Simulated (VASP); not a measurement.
# Ta2SiN2: single point with PBE

Ta2SiN2:

```
CELL_PARAMETERS angstrom
6.93032 0.00000 0.00000
-1.73258 3.00092 0.00000
0.00000 0.00000 6.50994
ATOMIC_POSITIONS crystal
Ta 0.16667 0.66667 0.29110
Ta 0.66667 0.66667 0.29110
Ta 0.33333 0.33333 0.70890
Ta 0.83333 0.33333 0.70890
Si 0.00000 0.00000 0.00000
Si 0.50000 0.00000 0.00000
N 0.16667 0.66667 0.62698
N 0.66667 0.66667 0.62698
N 0.33333 0.33333 0.37302
N 0.83333 0.33333 0.37302
```

The cell was built by a generator and needn't be a form met in nature.

```
Program                : VASP 6.6.1
Task                   : single point
Functional             : PBE
Potentials or basis    : VASP PAW PBE potentials, release 64 (Ta_pv, Si, N)
Cutoff                 : 520 eV
k mesh                 : 7 × 7 × 4
Occupations            : gaussian, width 0.15 eV
Spin                   : no spin polarisation
Further INCAR settings : PREC = Normal; LREAL = Auto; ALGO = Fast; EDIFF = 1e-05
```

* Pressure: 0.0 GPa
* Largest force: 0.029 eV/Å
* Band gap on the k mesh: none (metal or under the smearing width)

Forces on the atoms (eV/Å):
```
Ta   0.018  0.010  0.017
Ta   0.018  0.010  0.017
Ta  -0.018 -0.010 -0.017
Ta  -0.018 -0.010 -0.017
Si   0.000  0.000  0.000
Si   0.000  0.000  0.000
N    0.018  0.010  0.021
N    0.018  0.010  0.021
N   -0.018 -0.010 -0.021
N   -0.018 -0.010 -0.021
```

Stress tensor (GPa, compression positive):
```
-0.07 -0.06 -0.09
-0.06  0.00 -0.05
-0.09 -0.05  0.19
```

Levels at points of the mesh, in eV from the Fermi level:
```csv
k point,band 34,band 35,band 36,band 37,band 38,band 39
"(0.00, 0.00, 0.00)",0.07,0.07,0.27,0.34,0.69,0.69
"(0.00, 0.00, 0.50)",-0.90,0.48,0.50,0.69,0.70,0.86
```

Run time: 4 min on 1 thread of Intel(R) Xeon(R) Platinum 8375C CPU @ 2.90GHz (Ice Lake) (shared host), peak memory 0.32 GiB.

The run has no spin-orbit coupling, so splittings on Ta are missing.
